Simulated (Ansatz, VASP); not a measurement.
**Cross-check of TlS between VASP and Ansatz**

Aim: how closely do two programs agree when they are given the same cell, functional and k mesh? Of the first pair: The two relaxations start from unlike cells of this crystal (the structure described is Ansatz's start), so only their ends are compared.

Method: plane waves, with VASP 6.6.1 beside it; PBEsol, in Ansatz 0.2.0.

### Step 1. Starting point

It takes space group P4/nmm (No. 129, tetragonal). Conventional cell: a = 4.969 Å, b = 4.969 Å, c = 3.513 Å, α = 90.00°, β = 90.00°, γ = 90.00°. Tl has 4 S at 2.81 Å nearest. Nearest to S lie 4 Tl at 2.81 Å. Farther neighbours and most contacts between anions are not listed.

### Step 2. VASP: relaxation of cell and atoms, PBEsol

The relaxed volume is the usual yardstick between codes: in a stiff, nearly cubic crystal its relative difference is about their pressure difference at one cell divided by the bulk modulus.

Lines of VASP's logs that name or quote its potential files are left out, and so is its time.

INCAR reads:

```
SYSTEM = TlS
PREC = Accurate
ENCUT = 500
EDIFF = 1E-07
NELM = 120
ISMEAR = 1
SIGMA = 0.2
LREAL = .FALSE.
ALGO = Normal
GGA = PS
NBANDS = 25
LORBIT = 11
LWAVE = .FALSE.
LCHARG = .FALSE.
ISIF = 3
IBRION = 2
NSW = 80
EDIFFG = -0.005
LASPH = .TRUE.
GGA_COMPAT = .FALSE.
NELMIN = 4
KPAR = 2
```

POSCAR reads:

```
TlS
1.0
   -3.8272359196      0.0000000000      0.0000000000
    0.0000000000     -3.5500724005     -3.5500724005
    0.0000000000     -3.5500724005      3.5500724005
Tl S
2 2
Direct
    0.5000000000      0.0000000000      0.5000000000
    0.5000000000      0.5000000000      0.0000000000
    0.8166439242      0.5000000000      0.5000000000
    0.1833560758      0.0000000000      0.0000000000
```

KPOINTS reads:

```
Automatic mesh
0
Gamma
12 8 8
0 0 0
```

PAW data sets: Tl_d and S (PBE family, release 64).

Launch:

```sh
> mpirun -np 2 vasp_std
```

Numbers of over 12 decimals in the logs are rounded to 6 here.

The program printed:

```text
[banner, memory and clock lines left out]
running    2 mpi-ranks, on    1 nodes
 distrk:  each k-point on    1 cores,    2 groups
 distr:  one band on    1 cores,    1 groups

 POSCAR found type information on POSCAR TlS
 POSCAR found :  2 types and       4 ions
|                                                                             |
|               ----> ADVICE to this user running VASP <----                  |
|                                                                             |
|     You enforced a specific xc type in the INCAR file but a different       |
|     [... a line on the potential file left out ...]
|     I HOPE YOU KNOW WHAT YOU ARE DOING!                                     |
|                                                                             |

 LDA part: xc-table for (Slater+PW92), standard interpolation
 POSCAR, INCAR and KPOINTS ok, starting setup
 FFT: planning ... GRIDC
 FFT: planning ... GRID_SOFT
 FFT: planning ... GRID
 WAVECAR not read
 entering main loop
       N       E                     dE             d eps       ncg     rms          rms(c)
DAV:   1     0.195403439124E+03    0.19540E+03   -0.18810E+04  5250   0.134E+03
DAV:   2    -0.720116853725E+01   -0.20260E+03   -0.19921E+03  6322   0.286E+02
DAV:   3    -0.147767493505E+02   -0.75756E+01   -0.75100E+01  6211   0.485E+01
DAV:   4    -0.148490343079E+02   -0.72285E-01   -0.72187E-01  6153   0.546E+00
DAV:   5    -0.148501079447E+02   -0.10736E-02   -0.10736E-02  6234   0.658E-01    0.993E+00
DAV:   6    -0.143443876056E+02    0.50572E+00   -0.10380E+00  5555   0.691E+00    0.696E+00
DAV:   7    -0.143341801699E+02    0.10207E-01   -0.33997E-01  6074   0.299E+00    0.247E+00
DAV:   8    -0.143274694283E+02    0.67107E-02   -0.54937E-02  5396   0.164E+00    0.417E-01
DAV:   9    -0.143264860900E+02    0.98334E-03   -0.61965E-03  5493   0.552E-01    0.917E-02
DAV:  10    -0.143265323337E+02   -0.46244E-04   -0.56060E-04  5816   0.130E-01    0.570E-02
DAV:  11    -0.143265331009E+02   -0.76719E-06   -0.66093E-05  5756   0.550E-02    0.114E-02
DAV:  12    -0.143265342285E+02   -0.11276E-05   -0.51698E-06  6070   0.130E-02    0.887E-03
DAV:  13    -0.143265344509E+02   -0.22239E-06   -0.76199E-07  6001   0.392E-03    0.202E-03
DAV:  14    -0.143265344387E+02    0.12240E-07   -0.86565E-08  2800   0.142E-03
   1 F= -.14326534E+02 E0= -.14324266E+02  d E =-.143265E+02
[...]
2 F= -.14326543E+02 E0= -.14324273E+02  d E =-.899295E-05
[...]
3 F= -.14326543E+02 E0= -.14324272E+02  d E =-.844669E-05
[...]
4 F= -.14326544E+02 E0= -.14324273E+02  d E =-.933442E-05
[...]
5 F= -.14326552E+02 E0= -.14324269E+02  d E =-.855999E-05
[...]
6 F= -.14326570E+02 E0= -.14324248E+02  d E =-.259639E-04
[...]
7 F= -.14326567E+02 E0= -.14324170E+02  d E =-.235787E-04
 curvature:   1.41 expect dE= 0.238E-04 dE for cont linesearch  0.170E-05
 ZBRENT: bracketing found
 ZBRENT: interpolating
 opt :   7.2638  next Energy=   -14.326575 (dE=-0.317E-04)
 bond charge predicted
       N       E                     dE             d eps       ncg     rms          rms(c)
DAV:   1    -0.143267405320E+02   -0.17325E-03   -0.13370E-02  5250   0.659E-01    0.958E-02
DAV:   2    -0.143266246497E+02    0.11588E-03   -0.70126E-04  5377   0.171E-01    0.355E-02
DAV:   3    -0.143265831342E+02    0.41516E-04   -0.69253E-05  5753   0.629E-02    0.208E-02
DAV:   4    -0.143265758778E+02    0.72564E-05   -0.13679E-05  5869   0.259E-02    0.833E-03
DAV:   5    -0.143265748225E+02    0.10553E-05   -0.12390E-06  5988   0.862E-03    0.168E-03
DAV:   6    -0.143265748001E+02    0.22340E-07   -0.68796E-08  2737   0.189E-03
   8 F= -.14326575E+02 E0= -.14324217E+02  d E =-.310270E-04
 curvature:  -4.72 expect dE=-0.283E-04 dE for cont linesearch -0.141E-07
 trial: gam= 0.72003 g(F)=  0.144E-05 g(S)=  0.456E-05 ort = 0.205E-06 (trialstep = 0.230E+01)
 search vector abs. value=  0.136E-04
 reached required accuracy - stopping structural energy minimisation
```

From OUTCAR (step 2):

```text
ion  position               nearest neighbor table
   1  0.500  0.000  0.500-   3 2.79   4 2.79   4 2.79   3 2.79   2 3.55   2 3.55   2 3.55   2 3.55

  LATTYP: Found a simple tetragonal cell.
 ALAT       =     5.0205605362
 C/A-ratio  =     0.7623124733

 Subroutine GETGRP returns: Found 16 space group operations
 (whereof  8 operations were pure point group operations)

The static configuration has the point symmetry C_4v.
 The point group associated with its full space group is D_4h.

 Found    105 irreducible k-points:

   k-points           NKPTS =    105   k-points in BZ     NKDIM =    105   number of bands    NBANDS=     25

   dimension x,y,z NGX =    28 NGY =   40 NGZ =   40
   dimension x,y,z NGXF=    56 NGYF=   80 NGZF=   80

   ENCUT  =  500.0 eV  36.75 Ry    6.06 a.u.   6.98  9.15  9.15*2*pi/ulx,y,z

   NELECT =      38.0000    total number of electrons

 k-points in reciprocal lattice and weights: Automatic mesh
   0.00000000  0.00000000  0.00000000       0.001
   0.08333333  0.00000000  0.00000000       0.003
   0.16666667  0.00000000  0.00000000       0.003
   0.25000000  0.00000000  0.00000000       0.003
   0.33333333  0.00000000  0.00000000       0.003
   0.41666667  0.00000000  0.00000000       0.003
   0.50000000  0.00000000  0.00000000       0.001
   0.00000000  0.12500000  0.00000000       0.005
   0.08333333  0.12500000  0.00000000       0.010
[...]
0.41666667  0.50000000  0.50000000       0.003
   0.50000000  0.50000000  0.50000000       0.001

 average (electrostatic) potential at core
       1 -83.4387       2 -83.4387       3 -86.0814       4 -86.0814

 E-fermi :   5.4623

 k-point     1 :       0.0000    0.0000    0.0000
  band No.  band energies     occupation
    ...
     16       1.0482      2.00000
     17       3.4687      2.00000
     18       3.4687      2.00000
     19       4.4378      2.00000
     20       4.4573      2.00000
     21       8.8390     -0.00000
     22      11.2334      0.00000
     23      11.2334      0.00000
     24      12.0081      0.00000
     25      12.3311      0.00000

 k-point     2 :       0.0833    0.0000    0.0000
  band No.  band energies     occupation
    ...
     16       1.1035      2.00000
     17       3.4799      2.00000
     18       3.4799      2.00000
     19       4.2611      2.00000
     20       4.5419      2.00000
     21       8.9994     -0.00000
     22      10.9603      0.00000
     23      10.9603      0.00000
     24      11.6683      0.00000
     25      12.0441      0.00000

 k-point     3 :       0.1667    0.0000    0.0000
  band No.  band energies     occupation
    ...
     16       1.2675      2.00000
     17       3.5004      2.00000
     18       3.5004      2.00000
     19       3.8630      2.00000
     20       4.7545      2.00001
     21       9.2397     -0.00000
     22      10.3584      0.00000
     23      10.3584      0.00000
     24      10.3614      0.00000
     25      12.1506      0.00000

  Total        0.0155614     -0.0082326     -0.0082326     -0.0000000      0.0000000      0.0000000
  in kB        0.2589992     -0.1370203     -0.1370203     -0.0000000      0.0000000      0.0000000
  external PRESSURE =      -0.0050138 kB  Pullay stress =       0.0000000 kB

  energy-cutoff  :      500.00
  volume of cell :       96.26
      direct lattice vectors                 reciprocal lattice vectors
    -3.820013680  0.000000000  0.000000000    -0.261779167  0.000000000  0.000000000
     0.000000000 -3.549628558 -3.549628558    -0.000000000 -0.140859809 -0.140859809
     0.000000000 -3.549628558  3.549628558     0.000000000 -0.140859809  0.140859809

 POSITION                                       TOTAL-FORCE (eV/Angst)
 -----------------------------------------------------------------------------------
     -1.91001     -1.77481      1.77481         0.000000     -0.000000     -0.000000
     -1.91001     -1.77481     -1.77481         0.000000     -0.000000     -0.000000
     -3.12351     -3.54963      0.00000        -0.003868      0.000000      0.000000
     -0.69650      0.00000      0.00000         0.003868     -0.000000     -0.000000
 -----------------------------------------------------------------------------------
    total drift:                               -0.000000     -0.000000      0.000000

  FREE ENERGIE OF THE ION-ELECTRON SYSTEM (eV)
  ---------------------------------------------------
  free  energy   TOTEN  =       -14.3265748001 eV

  energy  without entropy=      -14.3195022754  energy(sigma->0) =      -14.32421729

 reached required accuracy - stopping structural energy minimisation

 total charge
# of ion       s       p       d       tot
------------------------------------------
    1        1.122   0.357   9.688  11.167
    2        1.122   0.357   9.688  11.167
    3        1.370   2.232   0.000   3.602
    4        1.370   2.232   0.000   3.602
--------------------------------------------------
tot          4.985   5.179  19.375  29.539

[... 3 further parts left out ...]
```

The run keeps the 16 symmetry operations of its start, so it cannot find a distortion of lower symmetry.

### Step 3. Ansatz: relaxation of cell and atoms, PBEsol

Ansatz runs on its PAW soft_1 files.

Its own start cell and the same functional, mesh and smearing now go to Ansatz, which takes its cutoff from its data sets.

input.yaml reads:

```yaml
crystal:
  lattice:
    - [-3.5134324571, 0.0, 0.0]
    - [0.0, -3.5134324571, -3.5134324571]
    - [0.0, -3.5134324571, 3.5134324571]
  atoms:
    - { symbol: Tl, position: [0.5, 0.0, 0.5] }
    - { symbol: Tl, position: [0.5, 0.5, 0.0] }
    - { symbol: S, position: [-0.1280798779, 0.5, 0.5] }
    - { symbol: S, position: [0.1280798779, 0.0, 0.0] }
kpoints:
  mp_grid: { grid: [12, 8, 8] }
hamiltonian:
  xc: pbesol
  pseudopotentials: { kind: paw, azcp: { folder: soft_1 }, xc_functional: pbe }
scf:
  occupations: { method: methfessel_paxton, width: 0.2 }
output:
  forces: true
  stress: true
  eigenvalues: true
relax:
  adjacent_minimum: "off"
  f_tol: 0.002
  max_steps: 120
  cell: { stress_tol: 0.03 }
```

Launch:

```sh
> ansatz run input.yaml --threads 4 --pin off --max-ram 10240MiB --backend cpu --events-out ev --progress --plain --runs-dir out
```

The program printed:

```text
Engine: ansatz 0.2.0, aarch64-unknown-linux-gnu
Pseudopotentials: kind: paw
Pseudopotential: Tl, paw, valence charge 13, recommended cutoff 420 eV (normal), soft_1/Tl.paw.azcp
Pseudopotential: S, paw, valence charge 6, recommended cutoff 420 eV (normal), soft_1/S.paw.azcp
Functional definition: PBEsol
  exchange = pbesol_x
  correlation = pbesol_c
Crystal: 4 atoms, lattice volume = 86.741 Å³
Basis set: ecut = 420 eV, 1687 PW (Γ), exchange–correlation on 48×72×72 points (8 copies of the dense FFT grid, shifted against one another)
Bands: 23, of which v1, the nominal top of the filled ones, is band 19 counted from 1 (18 counted from 0)
Symmetry: 16 space group operations
Space group: P4/nmm (ITA 129), of the structure as read, at distance tolerance 4.4e-5 Å
k-points: 105 of 768
Non-local potential: Tl, projectors of the file, l = 0: 2, l = 1: 2, l = 2: 2, l = 3: 1
Non-local potential: S, projectors of the file, l = 0: 2, l = 1: 2, l = 2: 1
PAW form: soft (Blöchl's): semilocal exchange-correlation on the pseudo side does not see the compensation charge
PAW frozen core: Tl, regenerated for the run's functional, and the local potential with it (the file was generated under x = pbe(κ = 0.804, μ = 0.219515), c = pbe(β = 0.066725))
PAW frozen core: S, regenerated for the run's functional, and the local potential with it (the file was generated under x = pbe(κ = 0.804, μ = 0.219515), c = pbe(β = 0.066725))
PAW one-centre angular grid: Tl, 590 points (default); XC on 64 Gauss nodes
PAW one-centre angular grid: S, 110 points (default); XC on 64 Gauss nodes
Initial density: superposition of atomic densities (chi_scale 0.1, normalization cell, long waves kept (reshape's long-wave potential 0.00 eV rms))
Initial wavefunctions: pseudopotential atomic-orbital guess
Functional: x = pbesol(κ = 0.804, μ = 0.123457), c = pbesol(β = 0.046)
SCF iter   1: F=—  HF=-24365.433283 eV  |F-HF|=—  |Δ(HF+E_count)|=         —  Δρ=1.89e-2  dr2=3.23e-1  ethr=3.10e-3  ⟨swp⟩=6.1  Hψ=11596  notcnv=0
preconditioner: auto → Kerker (q_TF=auto, 2.378 Å⁻¹)  [metal: Δε(μ)=0.018 eV  Ē_g=11.564 eV  σ=0.200 eV  W_gap=0.08  n_scr=18 (ndim 8)  ℏωp=24.6 eV  f_vac=0.000  D(μ)=2.73/eV (n_scr^D=18)]
SCF iter   2: F=—  HF=-24365.364885 eV  |F-HF|=—  |Δ(HF+E_count)|=   6.84e-2  S|Δr|=    0.00e0  Δρ=1.00e-2  dr2=9.42e-2  ethr=8.49e-4  ⟨swp⟩=1.1  Hψ=3348  notcnv=0
SCF iter   3: F=—  HF=-24365.336594 eV  |F-HF|=—  |Δ(HF+E_count)|=   2.83e-2  S|Δr|=    0.00e0  Δρ=1.39e-3  dr2=1.89e-3  ethr=2.48e-4  ⟨swp⟩=3.0  Hψ=4500  notcnv=0
SCF iter   4: F=—  HF=-24365.336454 eV  |F-HF|=—  |Δ(HF+E_count)|=   1.41e-4  S|Δr|=    0.00e0  Δρ=3.67e-4  dr2=1.85e-4  ethr=4.98e-6  ⟨swp⟩=2.0  Hψ=3153  notcnv=0
SCF iter   5: F=—  HF=-24365.336433 eV  |F-HF|=—  |Δ(HF+E_count)|=   2.05e-5  S|Δr|=    0.00e0  Δρ=8.76e-5  dr2=8.20e-6  ethr=4.87e-7  ⟨swp⟩=2.9  Hψ=4602  notcnv=0
SCF iter   6: F=—  HF=-24365.336456 eV  |F-HF|=—  |Δ(HF+E_count)|=   2.28e-5  S|Δr|=    0.00e0  Δρ=1.81e-5  dr2=4.62e-7  ethr=2.16e-8  ⟨swp⟩=2.2  Hψ=3589  notcnv=0
SCF iter   7: F=-24365.336456 eV  HF=-24365.336456 eV  |F-HF|=9.85e-9  |Δ(HF+E_count)|=   5.43e-8  S|Δr|=    0.00e0  Δρ=5.12e-6  dr2=3.65e-8  ethr=2.63e-10  ⟨swp⟩=7.2  Hψ=12668  notcnv=0
SCF 1 converged in 7 iterations: F = -24365.336456 eV  dr2 = 3.65e-8
  greatest PAW one-centre occupation: 0.966 electrons in one spin orbital (limit 2), on the Tl atom at site 1 (counted from 0), in its partial waves of l = 2
relax step   1: F+E_penalty+E_count = -24365.33645591 eV  Δ(F+E_penalty+E_count) = +0.000e0 eV  max|allowed force component| = 1.191e-2 eV/Å  Δτ_max = 0.0000 Å  P = +2.884 GPa  Ω = 86.741 Å³  (7 SCF iters, dr2 threshold 1.00e-7 eV, accepted)
[...]
relax step   7: F+E_penalty+E_count = -24365.44793855 eV  Δ(F+E_penalty+E_count) = -1.773e-3 eV  max|allowed force component| = 6.660e-4 eV/Å  Δτ_max = 0.0000 Å  P = +0.025 GPa  Ω = 96.294 Å³  stress off target by 6.09e-2 GPa  SCF on the basis re-selected at this cell (its energy is not comparable with the rows above)  (6 SCF iters)
[...]
relax step   8: F+E_penalty+E_count = -24365.44795105 eV  Δ(F+E_penalty+E_count) = -1.250e-5 eV  max|allowed force component| = 4.575e-4 eV/Å  Δτ_max = 0.0015 Å  P = -0.001 GPa  Ω = 96.431 Å³  energy of the carried Pulay correction = -1.533e-5 eV  (4 SCF iters, dr2 threshold 9.26e-9 eV, accepted)
[...]
relax step   9: F+E_penalty+E_count = -24365.44796409 eV  Δ(F+E_penalty+E_count) = -1.304e-5 eV  max|allowed force component| = 4.431e-4 eV/Å  Δτ_max = 0.0000 Å  P = -0.001 GPa  Ω = 96.431 Å³  stress off target by 1.75e-3 GPa  SCF on the basis re-selected at this cell (its energy is not comparable with the rows above)  (5 SCF iters)
basis re-selected at this cell: Δ(F+E_penalty+E_count) = -1.304e-5 eV, ΔP = +0.000 GPa vs the last step (what re-selecting the basis moved, of the pressure what is left beyond the Pulay correction that the steps carried, after the strain that the cell walked since its last selection, with what the two solves' SCF thresholds leave and, on support functions, any second-order correction that the steps lacked; it is no m [...]
SCF converged after 5 iterations
Stability not checked: this state was not tested for a lower state beside it, because cold or Methfessel-Paxton smearing, or corrected tetrahedra, fill the levels in a way that the test cannot read (fill_not_monotonic; see scf.lower_state_search)
Free energy (F): -24365.447964 eV
Harris-Foulkes:  -24365.447964 eV  (|F-HF|=3.64e-12)
Internal energy: -24365.441021 eV  (E = F + TS)
E sigma→0 (E₀):  -24365.446228 eV
Entropy (-TS):   -0.006944 eV (-1.736 meV/atom)
Fermi energy:    8.348748 eV
--- Per-component energies (eV) ---
  E_band       = 1.503636
  E_kinetic    = 742.066165
  E_local      = -1987.247799  (includes V_loc(G=0)·N_el)
  E_nonlocal   = 705.504494
  E_hartree    = 727.253163
  E_xc         = -541.914780
  E_vxc        = -408.372900  (∫ρ·V_xc dr)
  E_paw        = -21263.475852  (= ΣΔE_a)
  E_vpaw       = -504.952521  (= ΣTr[D̂ρ^β])
  E_aug_tail   = -0.000087  (compensation charges beyond the density's cutoff)
  E_ewald      = -2747.826889
  E_core_change = 0.200564  (= ΣΔE_core)
  E_smearing   = -0.006944  (= −TS)
  E_closure    = 0.000000  (closes the sum)
  Σ components = -24365.447964   (vs F -24365.447964, Δ=0.00e0)
--- Forces (eV/Å), atoms counted from 1 ---
  atom   1  Tl    -0.00000000     0.00000000     0.00000000
  atom   2  Tl     0.00000000    -0.00000000    -0.00000000
  atom   3  S      0.00044315     0.00000000     0.00000000
  atom   4  S     -0.00044315    -0.00000000    -0.00000000
  max |Σ_I F_I| component: 1.91e-17 eV/Å
--- Stress (GPa, compression-positive) ---
        0.001662      -0.000000      -0.000000
       -0.000000      -0.001755      -0.000000
       -0.000000      -0.000000      -0.001755
  P = ⅓ Tr σ = -0.0006 GPa (-0.006 kbar)
--- Band table (eV; the first three rows and the last of 105) ---
  k-point 0: bands = [... 15 lower, 3.9477, 6.3612, 6.3612, 7.3207, 7.3451, 11.7083, 14.0951, 14.0951]
  k-point 1: bands = [... 15 lower, 5.1180, 6.2599, 6.4578, 7.3182, 7.5840, 11.7658, 13.9971, 14.1252]
  k-point 2: bands = [... 15 lower, 5.9760, 6.4352, 6.5998, 7.2564, 8.2443, 11.9383, 13.4488, 13.7142]
  k-point 104: bands = [... 15 lower, 4.4293, 4.4321, 4.4321, 9.2140, 9.2140, 12.9005, 12.9005, 13.2674]
--- Relaxed structure (7 steps of the walk, 7 accepted, 2 SCFs on fresh bases) ---
  F+E_penalty+E_count = -24365.44796409 eV   max|allowed force component| = 4.431e-4 eV/Å   (the final SCF, on the basis selected at the relaxed cell)
  cell:  # Å, volume = 96.4308 Å³
    - [-3.825776, 0, 0]
    - [0, -3.550038, -3.550038]
    - [0, -3.550038, 3.550038]
  atoms:
    - { symbol: Tl, position: [0.5, 0.0, 0.5] }
    - { symbol: Tl, position: [0.5, 0.5, 0.0] }
    - { symbol: S, position: [-0.182430, 0.5, 0.5] }
    - { symbol: S, position: [0.182430, 0, 0] }
```

Reading the cycles: dr2 is the Hartree energy of the density residual (eV), the measure of convergence; HF is the Harris–Foulkes estimate of the energy, which meets the free energy F at convergence.

### Step 4. Comparison

Known differences besides the potentials themselves: the cutoff is 420 eV in Ansatz and 500 eV in VASP; Ansatz makes its cores anew for this functional, VASP keeps those of its PBE data sets; Ansatz adds a Pulay correction to the stress that steers its cell, VASP none. Total energies have different zeros and are not compared.

Both answers:

```csv
quantity,Ansatz,VASP,difference
volume (Å³),96.43,96.26,+0.17 %
"edge a after relaxation, in the typed setting (Å)",3.826,3.820,+0.15 %
"edge b after relaxation, in the typed setting (Å)",5.021,5.020,+0.01 %
```

(Part 1 of 2 ends here.)

[Lines on the potential files, build, host, timing and source positions are cut from VASP's logs without a mark.]

[Logs are printed without paths, hosts, clocks, repeated set-up lines and the standing remarks that a program may print on its own settings, such as how far it seeks lower states.]

[Hosts, paths, dates, database ids (printed as entryN), source tags and the programs' standing remarks are cut or masked in the printed files.]
